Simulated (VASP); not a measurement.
# H3C2N in VASP: a series of runs, part 2 of 2

VASP 6.6.1. The steps go on from the part before.

### Step 4. Single point, PBE+D3(BJ)

Contents of INCAR:

```
PREC     = Accurate       # precision mode
ENCUT    = 520            # plane-wave cutoff, eV
EDIFF    = 1E-7           # SCF threshold, eV
ISMEAR   = -1             # smearing method
SIGMA    = 0.05           # smearing width, eV
LREAL    = Auto         
LASPH    = T              # aspherical terms in the spheres
NELM     = 80             # most SCF steps
ALGO     = Normal         # electronic algorithm
ISIF     = 2              # what is computed and relaxed
LWAVE    = F              # write WAVECAR
LCHARG   = F              # write CHGCAR
GGA      = PE             # functional
IVDW     = 12             # dispersion correction
NBANDS   = 72             # bands
```

Contents of KPOINTS:

```
regular mesh
0
Gamma
  1 1 1
```

Contents of POSCAR:

```
H3C2N
1.0
    8.0517480000      0.0000000000      0.0000000000
    0.0000000000      8.0517480000      0.0000000000
    0.0000000000      0.0000000000      8.0517480000
C N H
12 6 18
Direct
    0.7447575359      0.2532120975      0.2632471856
    0.6157420724      0.3734716983      0.2330053052
    0.3842395465      0.4332972170      0.6387805480
    0.2274288763      0.4722452814      0.5658398648
    0.8294472207      0.8014284600      0.9538798283
    0.7915424079      0.6461702478      0.8566711228
    0.7284629375      0.7368586300      0.3988823297
    0.7620953860      0.8826654784      0.4974944571
    0.1853013780      1.0588880824      0.5500668923
    0.2566647640      0.9398083497      0.6622040332
    0.1581519938      0.4971467065      0.0852858286
    0.1957835740      0.3252709846      0.1149315652
    0.5184836883      0.4754992332      0.2431894292
    0.1032074029      0.4942156660      0.4872109758
    0.7710872223      0.5347658670      0.7719441791
    0.7667403401      0.9886921449      0.5954856014
    0.3346850895      0.8472570180      0.7444346246
    0.2151334095      0.1830534190      0.1470860737
    0.6903718298      0.1754153260      0.3711243819
    0.7774957686      0.1542646392      0.1716645876
    0.8541499312      0.3133356881      0.3246251621
    0.3668520177      0.3470426546      0.7405596896
    0.4688050346      0.4117118420      0.5459187247
    0.4338809411      0.5458193674      0.7057846321
    0.9584751038      0.8408981503      0.9459809224
    0.7512281805      0.9136276992      0.9054058821
    0.7692987908      0.7751360326      1.0828331935
    0.6513368277      0.6533239739      0.4664825576
    0.6906202231      0.7724285460      0.2676189071
    0.8473439556      0.6635080979      0.3952930469
    0.1953240464      1.0535352075      0.4076754513
    0.0523116223      1.0722268009      0.5657653469
    0.2488279564      1.1753348465      0.5759991495
    0.0539261785      0.5208682636      0.0024839327
    0.1302201708      0.5364549412      0.2101779638
    0.2739280961      0.5573572347      0.0389853234
```

Potentials or basis: VASP PAW PBE potentials, release 64 (C, N, H).

On the command line:

```console
$ cat potpaw_PBE.64/C/POTCAR potpaw_PBE.64/N/POTCAR potpaw_PBE.64/H/POTCAR > POTCAR
$ mpirun -np 1 vasp_gam > vasp.out
```

OUTCAR:

```text
PREC = Accurate
   ENCUT = 520
   EDIFF = 1E-7
   ISMEAR = -1
   LREAL = Auto
   LASPH = T
   NELM = 80
   ISIF = 2
   GGA = PE
   IVDW = 12
 IVDW          = 12

 ion  position               nearest neighbor table
   1  0.745  0.253  0.263-  20 1.12  21 1.12  19 1.16   2 1.44
   2  0.616  0.373  0.233-  13 1.14   1 1.44
   3  0.384  0.433  0.639-  23 1.03  22 1.08  24 1.13   4 1.43
   4  0.227  0.472  0.566-  14 1.20   3 1.43
   5  0.829  0.801  0.954-  25 1.09  27 1.17  26 1.17   6 1.51
[... 341 lines left out ...]
  Total      -1.45141     0.78748    -3.86236    -0.90569     5.75886    -3.31310
  in kB      -4.45482     2.41702   -11.85476    -2.77983    17.67570   -10.16891
  external pressure =       -4.63 kB  Pullay stress =        0.00 kB

 VOLUME and BASIS-vectors are now :
 -----------------------------------------------------------------------------
  energy-cutoff  :      520.00
  volume of cell :      522.00
      direct lattice vectors                 reciprocal lattice vectors
     8.051748000  0.000000000  0.000000000     0.124196634  0.000000000  0.000000000
     0.000000000  8.051748000  0.000000000     0.000000000  0.124196634  0.000000000
     0.000000000  0.000000000  8.051748000     0.000000000  0.000000000  0.124196634

 POSITION                                       TOTAL-FORCE (eV/Angst)
 -----------------------------------------------------------------------------------
      5.99660      2.03880      2.11960        -0.191306     -1.606353      1.905605
      4.95780      3.00710      1.87610         2.744129     -2.454355     -0.199773
      3.09380      3.48880      5.14330        -1.195615      2.309237      2.797971
      1.83120      3.80240      4.55600        -3.276794      0.645597     -2.465244
      6.67850      6.45290      7.68040        -3.123747     -0.142508      0.084297
      6.37330      5.20280      6.89770         1.209064      4.499963      2.151306
[... 28 lines left out ...]
      1.04850      4.31940      1.69230        -0.148957      0.921616      0.561689
      2.20560      4.48770      0.31390        -0.571648      0.083979      0.241807
 -----------------------------------------------------------------------------------
    total drift:                               -0.032881      0.022288      0.016824

  FREE ENERGIE OF THE ION-ELECTRON SYSTEM (eV)
  ---------------------------------------------------
  free  energy   TOTEN  =      -221.1080405860 eV

  energy  without entropy=     -221.1080405860  energy(sigma->0) =     -221.10804059
```

OSZICAR:

```text
N       E                     dE             d eps       ncg     rms          rms(c)
DAV:   1     0.753072180718E+03    0.75307E+03   -0.46494E+04   144   0.117E+03
DAV:   2    -0.137333364065E+03   -0.89041E+03   -0.84156E+03   200   0.270E+02
DAV:   3    -0.238606333261E+03   -0.10127E+03   -0.10041E+03   184   0.997E+01
[... 11 lines left out ...]
DAV:  15    -0.219491783965E+03    0.32863E-04   -0.69337E-05   168   0.341E-02    0.138E-02
DAV:  16    -0.219491775710E+03    0.82549E-05   -0.21796E-05   176   0.191E-02    0.508E-03
DAV:  17    -0.219491775133E+03    0.57733E-06   -0.77942E-06   184   0.122E-02    0.356E-03
DAV:  18    -0.219491774779E+03    0.35430E-06   -0.17115E-06   176   0.549E-03    0.125E-03
DAV:  19    -0.219491774751E+03    0.27451E-07   -0.24452E-07   136   0.216E-03
   1 F= -.22110804E+03 E0= -.22110804E+03  d E =-.520901E-10
```

stdout:

```text
POSCAR found type information on POSCAR C N H
 POSCAR found :  3 types and      36 ions
 scaLAPACK will be used
 LDA part: xc-table for (Slater+PW92), standard interpolation
 POSCAR, INCAR and KPOINTS ok, starting setup
 FFT: planning ... GRIDC
 FFT: planning ... GRID_SOFT
 FFT: planning ... GRID
 WAVECAR not read
 entering main loop
```

Wall time 2.1 min (1 thread of AMD EPYC 7R43 (Zen 3), shared host); peak memory 0.43 GiB.

What came out:

```yaml
Free_energy: -221.1080 eV
Pressure: -0.5 GPa
Largest_force: 5.132 eV/Å
Band_gap_on_the_k_mesh: 6.08 eV, direct
Dispersion_energy_per_atom: -0.045 eV
```

Forces on the atoms (eV/Å):
```
C   -0.191 -1.606  1.906
C    2.744 -2.454 -0.200
C   -1.196  2.309  2.798
C   -3.277  0.646 -2.465
C   -3.124 -0.143  0.084
C    1.209  4.500  2.151
C    2.119  0.450 -1.109
C   -0.818 -0.595  0.332
C   -0.107  0.597 -1.351
C    1.176 -1.331 -0.286
C    1.131  0.005 -0.267
C   -0.237 -2.686 -0.018
N   -2.528  2.521 -0.210
N    2.597 -0.360  1.935
N   -0.681 -2.822 -1.821
N    0.350  0.603  0.073
N   -0.882  0.722 -0.426
N   -0.148  1.881 -0.429
H    0.553  0.692 -0.900
H   -0.140  1.073 -0.050
H   -0.289 -0.224 -0.685
H    0.333 -0.826 -0.020
H    1.841 -1.186 -1.728
H   -0.398 -0.284 -0.414
H    0.304 -0.328  0.405
H    0.854 -1.590  0.194
H    1.439  0.480 -1.322
H   -1.220 -0.287  0.220
H   -0.095 -0.574  1.322
H   -0.351  0.416 -0.350
H    0.517 -0.885  1.308
H   -0.449  0.199  0.535
H   -0.197  0.360  0.195
H   -0.120 -0.278 -0.211
H   -0.149  0.922  0.562
H   -0.572  0.084  0.242
```

Caveat: the standard files for N, O and F lose accuracy on very short bonds.

### Step 5. Single point, PBE+D3(BJ)

Contents of INCAR:

```
ALGO     = Fast           # electronic algorithm
EDIFF    = 1E-6           # SCF threshold, eV
ENCUT    = 520            # plane-wave cutoff, eV
GGA      = PE             # functional
ISIF     = 2              # what is computed and relaxed
ISMEAR   = -1             # smearing method
IVDW     = 12             # dispersion correction
LASPH    = T              # aspherical terms in the spheres
LCHARG   = F              # write CHGCAR
LREAL    = Auto         
LWAVE    = F              # write WAVECAR
NBANDS   = 72             # bands
NELM     = 100            # most SCF steps
PREC     = Accurate       # precision mode
SIGMA    = 0.05           # smearing width, eV
```

Contents of KPOINTS:

```
k-points
0
Gamma
  1 1 1
```

Contents of POSCAR:

```
H3C2N
1.0
    8.0517480000      0.0000000000      0.0000000000
    0.0000000000      8.0517480000      0.0000000000
    0.0000000000      0.0000000000      8.0517480000
C N H
12 6 18
Direct
    0.8113020924      0.3016487848      0.3165027023
    0.6656691193      0.4007701185      0.2864098578
    0.3587047185      0.4076257727      0.6006646010
    0.2196541670      0.4786041491      0.5064366148
    0.9073681889      0.7887604033      0.9640639523
    0.8186917921      0.6498588878      0.8955695086
    0.6633839012      0.7549664992      0.4629056945
    0.7205640316      0.8982769953      0.5547242661
    0.1891887327      1.0032479904      0.5409260200
    0.2780265850      0.9280220891      0.6849444369
    0.1719626595      0.4413203195      0.0703449735
    0.1708324702      0.2618810226      0.1038283861
    0.5443165881      0.4842178369      0.2819636183
    0.0950849430      0.5249170739      0.4460522113
    0.7303258870      0.5417457178      0.8481388141
    0.7517870654      1.0225481473      0.6229330575
    0.3433540146      0.8598629763      0.7984104818
    0.1634800294      0.1196882963      0.0972832235
    0.7916169259      0.2336014490      0.4322912242
    0.8341915321      0.1963051998      0.2274040370
    0.9245321637      0.3794455564      0.3400255448
    0.2956749267      0.3260285841      0.6903097315
    0.4520757480      0.3552768914      0.5162357292
    0.4326265551      0.5093428160      0.6625517838
    1.0061417719      0.8327135921      0.8811130204
    0.8289380145      0.9013446521      0.9728694937
    0.9311145853      0.7604559904      1.0916635742
    0.5626728507      0.6909182950      0.5235136519
    0.6539076981      0.7872824634      0.3344739552
    0.7601951775      0.6607757719      0.4659112531
    0.1685472521      0.9245694227      0.4282796729
    0.0655137245      1.0600803701      0.5829169020
    0.2631478283      1.1158819178      0.4952340784
    0.1178626057      0.4538890189     -0.0556649314
    0.0891731833      0.5093924946      0.1531220301
    0.2898997833      0.5052070681      0.1047722805
```

Potentials or basis: VASP PAW PBE potentials, release 64 (C, N, H).

On the command line:

```console
$ cat potpaw_PBE.64/C/POTCAR potpaw_PBE.64/N/POTCAR potpaw_PBE.64/H/POTCAR > POTCAR
$ mpirun -np 1 vasp_gam > vasp.out
```

OUTCAR:

```text
EDIFF = 1E-6
   ENCUT = 520
   GGA = PE
   ISIF = 2
   ISMEAR = -1
   IVDW = 12
   LASPH = T
   LREAL = Auto
   NELM = 100
   PREC = Accurate
 IVDW          = 12

 ion  position               nearest neighbor table
   1  0.811  0.302  0.317-  19 1.09  21 1.12  20 1.13   2 1.44
   2  0.666  0.401  0.286-  13 1.19   1 1.44
   3  0.359  0.408  0.601-  23 1.10  22 1.10  24 1.13   4 1.47
   4  0.220  0.479  0.506-  14 1.18   3 1.47
[... 342 lines left out ...]
  -------------------------------------------------------------------------------------
  Total      -6.26719    -3.64560    -2.92826     0.74934     0.70074    -3.15111
  in kB     -19.23592   -11.18946    -8.98773     2.29996     2.15080    -9.67171
  external pressure =      -13.14 kB  Pullay stress =        0.00 kB

 VOLUME and BASIS-vectors are now :
 -----------------------------------------------------------------------------
  energy-cutoff  :      520.00
  volume of cell :      522.00
      direct lattice vectors                 reciprocal lattice vectors
     8.051748000  0.000000000  0.000000000     0.124196634  0.000000000  0.000000000
     0.000000000  8.051748000  0.000000000     0.000000000  0.124196634  0.000000000
     0.000000000  0.000000000  8.051748000     0.000000000  0.000000000  0.124196634

 POSITION                                       TOTAL-FORCE (eV/Angst)
 -----------------------------------------------------------------------------------
      6.53240      2.42880      2.54840         0.569268     -0.808447     -0.127953
      5.35980      3.22690      2.30610        -1.638182      0.978496     -0.102300
      2.88820      3.28210      4.83640        -0.162223      1.420564     -0.121217
      1.76860      3.85360      4.07770        -0.516275      0.228143     -0.015982
      7.30590      6.35090      7.76240        -0.745753      1.035889     -0.741900
      6.59190      5.23250      7.21090        -2.176610     -1.556557     -0.940415
[... 28 lines left out ...]
      0.71800      4.10150      1.23290        -0.517898     -0.284710      0.244112
      2.33420      4.06780      0.84360        -0.034559     -0.578056     -0.903575
 -----------------------------------------------------------------------------------
    total drift:                                0.015452     -0.007744      0.014402

  FREE ENERGIE OF THE ION-ELECTRON SYSTEM (eV)
  ---------------------------------------------------
  free  energy   TOTEN  =      -221.5069887386 eV

  energy  without entropy=     -221.5069887386  energy(sigma->0) =     -221.50698874
```

It took 1.9 min on 1 thread of AMD EPYC 7R43 (Zen 3), shared host; peak memory 0.41 GiB.

What came out:

- Free energy: -221.5070 eV
- Pressure: -1.3 GPa
- Largest force: 2.993 eV/Å
- Band gap on the k mesh: 6.22 eV, direct
- Dispersion energy per atom: -0.045 eV

Forces in eV/Å, atoms in the order of the input:
```
C    0.569 -0.808 -0.128
C   -1.638  0.978 -0.102
C   -0.162  1.421 -0.121
C   -0.516  0.228 -0.016
C   -0.746  1.036 -0.742
C   -2.177 -1.557 -0.940
C    1.543 -0.045  0.886
C   -0.507  0.525  0.300
C    0.072  1.666  0.267
C    0.167 -1.073  0.431
C   -0.142 -0.110  0.436
C    0.208  2.941 -0.514
N    1.729 -1.354 -0.392
N    1.164 -0.046  0.463
N    1.577  1.486  0.554
N    0.246 -0.308 -0.102
N   -0.972  1.136 -1.849
N   -0.148 -2.349  0.402
H   -0.181 -0.002  0.510
H   -0.135  1.055  0.039
H   -0.615 -0.328 -0.415
H    0.721 -0.192  0.130
H   -0.411 -0.575  0.130
H   -0.769 -0.584  0.078
H    0.578 -0.428  0.566
H   -0.400 -0.327 -0.270
H    1.128 -0.140  0.783
H   -0.835  0.287 -0.116
H   -0.797  0.119 -0.831
H    0.553 -0.170  0.078
H    0.213  0.000  0.879
H    1.002 -0.809 -0.278
H   -0.499 -1.143  0.388
H    0.730  0.336  0.156
H   -0.518 -0.285  0.244
H   -0.035 -0.578 -0.904
```

Levels at points of the mesh, in eV from the valence-band top:
| k point | band 45 | band 46 | band 47 | band 48 | band 49 | band 50 | band 51 | band 52 |
| --- | --- | --- | --- | --- | --- | --- | --- | --- |
| (0.00, 0.00, 0.00) | -0.18 | -0.16 | -0.10 | 0.00 | 6.22 | 6.45 | 6.70 | 6.74 |

Caveat: the standard files for N, O and F lose accuracy on very short bonds.
